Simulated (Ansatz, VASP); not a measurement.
# W (W wire along [110], 5 atoms a period): VASP beside Ansatz, part 2 of 2

Wanted: the spread between two codes on one cell, functional and k mesh. Of the first pair: The structure shown is the start of the Ansatz relaxation below; VASP solves that cell, so the two are compared at the walk's first step.

VASP 6.6.1 and Ansatz 0.2.0.

So far. Step 4 (Comparison): The forces differ by 127 meV/Å r.m.s., which is 4.8 % of the r.m.s. force of 2.660 eV/Å (both taken over all components).

### 6. Ansatz: relaxation, PBE

Level of this step: Ansatz beside VASP: Kohn-Sham DFT, plane waves, PBE (Ansatz).

This run makes the geometry at which the two programs are then compared. The cell compared in this pair holds 381.69 Å³, against 404.14 Å³ for the pair before.

The structure compared here is the end of the Ansatz relaxation.

Input file input.yaml:

```yaml
crystal:
  lattice:
    - [9.97, 0.0, 0.0]
    - [0.0, 9.042, 0.0]
    - [0.0, 0.0, 4.4830569927]
  atoms:
    - { symbol: W, position: [0.5, 0.376023004, 0.0] }
    - { symbol: W, position: [0.658976931, 0.62392485, 0.0] }
    - { symbol: W, position: [0.341023069, 0.376023004, 0.5] }
    - { symbol: W, position: [0.5, 0.62392485, 0.5] }
    - { symbol: W, position: [0.658976931, 0.376023004, 0.5] }
kpoints:
  mp_grid: { grid: [1, 1, 18] }
scf:
  occupations: { method: fermi_dirac, width: 0.05 }
hamiltonian:
  xc: pbe
relax:
  cell: { fix: [a, b, alpha, beta, gamma] }
  max_steps: 60
```

Command:

```bash
> ansatz run input.yaml --threads 4 --pin off --max-ram 16384MiB --backend cpu --events-out ev --progress --plain --runs-dir out
```

Numbers of over 12 decimals in the logs are rounded to 6 here.

What it wrote:

```text
[...]
Crystal: 5 atoms, lattice volume = 404.142 Å³
Basis set: ecut = 420 eV, 7905 PW (Γ), exchange–correlation on 144×128×60 points (8 copies of the dense FFT grid, shifted against one another)
Bands: 42, of which v1, the nominal top of the filled ones, is band 35 counted from 1 (34 counted from 0)
Symmetry: 2 space group operations
[...]
k-points: 10 of 18
[...]
--- Relaxed structure (29 steps of the walk, 24 accepted, 1 SCFs on fresh bases) ---
[...]
cell:  # Å, volume = 381.6928 Å³
    - [9.97, 0, 0.0]
    - [0, 9.042, 0.0]
    - [0.0, 0.0, 4.234034]
  atoms:
    - { symbol: W, position: [0.450003, 0.419409, 0.0] }
    - { symbol: W, position: [0.689474, 0.482532, 0.0] }
    - { symbol: W, position: [0.349678, 0.517040, 0.5] }
    - { symbol: W, position: [0.578456, 0.611021, 0.5] }
    - { symbol: W, position: [0.591366, 0.345917, 0.5] }
[key lines of the parts left out:]
SCF converged after 7 iterations
Free energy (F): -51909.644315 eV
Fermi energy:    1.725263 eV
P = ⅓ Tr σ = -0.0180 GPa (-0.180 kbar)
```

### 7. VASP: single point, PBE, relaxed cell, pair 2

The same cell, functional, mesh and smearing now go to VASP, with its own data sets.

Input file INCAR:

```
SYSTEM = W
PREC = Accurate
ENCUT = 600
EDIFF = 1E-06
NELM = 120
ISMEAR = -1
SIGMA = 0.05
LREAL = .FALSE.
ALGO = Normal
GGA = PE
NBANDS = 21
LASPH = .TRUE.
LORBIT = 11
LWAVE = .FALSE.
LCHARG = .FALSE.
ISIF = 2
GGA_COMPAT = .FALSE.
KPAR = 2
```

Input file POSCAR:

```
W
1.0
    9.9700000000      0.0000000000      0.0000000000
    0.0000000000      9.0420000000      0.0000000000
    0.0000000000      0.0000000000      4.2340338506
W
5
Direct
    0.4500028293      0.4194088737      0.0000000000
    0.6894737924      0.4825321429      0.0000000000
    0.3496778144      0.5170402706      0.5000000000
    0.5784563589      0.6110209081      0.5000000000
    0.5913661360      0.3459165168      0.5000000000
```

Input file KPOINTS:

```
Automatic mesh
0
Gamma
1 1 18
0 0 0
```

PAW data sets: W (PBE family, release 64).

Command:

```bash
> mpirun -np 2 vasp_std
```

What it wrote:

```text
[... set-up lines as in an earlier step ...]
 entering main loop
       N       E                     dE             d eps       ncg     rms          rms(c)
DAV:   1     0.150534570804E+03    0.15053E+03   -0.99748E+03   420   0.115E+03
DAV:   2    -0.267483533490E+02   -0.17728E+03   -0.16561E+03   731   0.179E+02
DAV:   3    -0.549916675185E+02   -0.28243E+02   -0.27126E+02   568   0.797E+01
DAV:   4    -0.566355666530E+02   -0.16439E+01   -0.16108E+01   696   0.182E+01
[...]
DAV:  18    -0.507433198952E+02   -0.11421E-03   -0.51762E-05   576   0.457E-02    0.681E-03
DAV:  19    -0.507433391166E+02   -0.19221E-04   -0.22723E-05   587   0.268E-02    0.507E-03
DAV:  20    -0.507433381511E+02    0.96556E-06   -0.79774E-06   520   0.178E-02
   1 F= -.50743338E+02 E0= -.50711404E+02  d E =-.638683E-01
```

From OUTCAR (step 7):

```text
  Total       -2.2399284     -2.0065743     -2.1423478     -0.2312532      0.0000000      0.0000000
  in kB       -9.4022272     -8.4227098     -8.9926267     -0.9706984      0.0000000      0.0000000
  external PRESSURE =      -8.9391879 kB  Pullay stress =       0.0000000 kB

 POSITION                                       TOTAL-FORCE (eV/Angst)
 -----------------------------------------------------------------------------------
      4.48653      3.79230      0.00000         0.291294      0.200651      0.000000
      6.87405      4.36306      0.00000        -0.523763     -0.091732      0.000000
      3.48629      4.67508      2.11702         0.593008     -0.033026      0.000000
      5.76721      5.52485      2.11702        -0.276322     -0.746359      0.000000
      5.89592      3.12778      2.11702        -0.084218      0.670467      0.000000
 -----------------------------------------------------------------------------------
    total drift:                               -0.000082     -0.000584     -0.000000

  FREE ENERGIE OF THE ION-ELECTRON SYSTEM (eV)
  ---------------------------------------------------
  free  energy   TOTEN  =       -50.7433381511 eV

  energy  without entropy=      -50.6794698713  energy(sigma->0) =      -50.71140401

[... 1 part as in an earlier step ...]

[... 2 further parts left out ...]
[key lines of the parts left out:]
E-fermi :  -1.3625
```

### 8. Side by side

What differs besides the data sets and the points named for the pairs above, as far as they apply: the data sets hold 70 valence electrons in Ansatz (on its default PAW (the set named soft_2) files) and 30 in VASP; the cutoff is 420 eV in Ansatz and 600 eV in VASP; Ansatz's pressure holds a Pulay correction, VASP's none. Total energies have different zeros and are not compared.

The two programs side by side:

```
      quantity  Ansatz   VASP  difference
pressure (GPa)   -0.02  -0.89       +0.88
```

Forces (eV/Å; atoms numbered as in POSCAR):

```
atom         Ansatz x, y, z           VASP x, y, z
  W1   -0.001, 0.000, 0.000    0.291, 0.201, 0.000
  W2    0.004, 0.002, 0.000  -0.524, -0.092, 0.000
  W3    0.006, 0.002, 0.000   0.593, -0.033, 0.000
  W4  -0.006, -0.003, 0.000  -0.276, -0.746, 0.000
  W5  -0.002, -0.002, 0.000   -0.084, 0.670, 0.000
```

The forces differ by 351 meV/Å r.m.s., where the r.m.s. force is 0.003 eV/Å in Ansatz and 0.351 eV/Å in VASP: the atoms lie near their places of rest in Ansatz, so a percentage would say little (all taken over all components).

### 9. Summary of results

```yaml
r_m_s_force_difference_single_point_pbe_start_cell_pair_1: 4.8 % of the r.m.s. force
r_m_s_force_difference_single_point_pbe_relaxed_cell_pair_2: 100 % of the r.m.s. force
difference_in_pressure_single_point_pbe_relaxed_cell_pair_2: 0.88 GPa
```

**Reading.** The r.m.s. force difference is 100 % of the r.m.s. force (single point, PBE, relaxed cell, pair 2), beyond the 3 % picked in this series as the mark of a large difference. The data sets hold unlike numbers of valence electrons (70 in Ansatz and 30 in VASP), so part of the differences comes from the potentials. Single point, PBE, start cell, pair 1, VASP with the data sets W_sv and a cutoff of 400 eV: r.m.s. force difference goes from 127 to 9.8 meV/Å. What causes the difference of the single point, PBE, relaxed cell, pair 2 pair stays open here. How closely two codes agree says nothing of how well the functional describes the real material.

[Lines on the potential files, build, host, timing and source positions are cut from VASP's logs without a mark.]

[Logs are printed without paths, hosts, clocks, repeated set-up lines and the standing remarks that a program may print on its own settings, such as how far it seeks lower states.]

[Hosts, paths, dates, database ids (printed as entryN), source tags and the programs' standing remarks are cut or masked in the printed files.]
